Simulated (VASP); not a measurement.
Input:

```
CELL_PARAMETERS angstrom
      1.98320    -5.71508     0.00000
      1.98320     5.71508     0.00000
      0.00000     0.00000     4.15070
ATOMIC_POSITIONS crystal
  La 0.86142 0.13858 0.75000
  La 0.13858 0.86142 0.25000
  Rh 0.58834 0.41166 0.75000
  Rh 0.41166 0.58834 0.25000
```

Level of theory: r2SCAN meta-GGA, VASP's PBE PAW potentials (set 64) (plane waves; VASP). Numerical set-up: 400 eV cut-off, 9×9×8 Γ-centred mesh, tetrahedra with Blöchl corrections, potentials La Rh_pv.

The cores are frozen, which limits the accuracy of field gradients.

Problem. Give the principal components of the electric field gradient (V/Å²) and the asymmetry η at each nucleus.

Solution. 
```json
[
 {"atom": "La1", "Vxx": "-23.1", "Vyy": "-22.7", "Vzz": "45.9", "η": "0.01"},
 {"atom": "La2", "Vxx": "-23.1", "Vyy": "-22.7", "Vzz": "45.9", "η": "0.01"},
 {"atom": "Rh3", "Vxx": "-52.0", "Vyy": "-17.9", "Vzz": "69.9", "η": "0.49"},
 {"atom": "Rh4", "Vxx": "-52.0", "Vyy": "-17.9", "Vzz": "69.9", "η": "0.49"}
]
```

The structure comes from a computed database's LaRh entry (Cmcm); how it stands against other phases isn't given here. It was relaxed first.
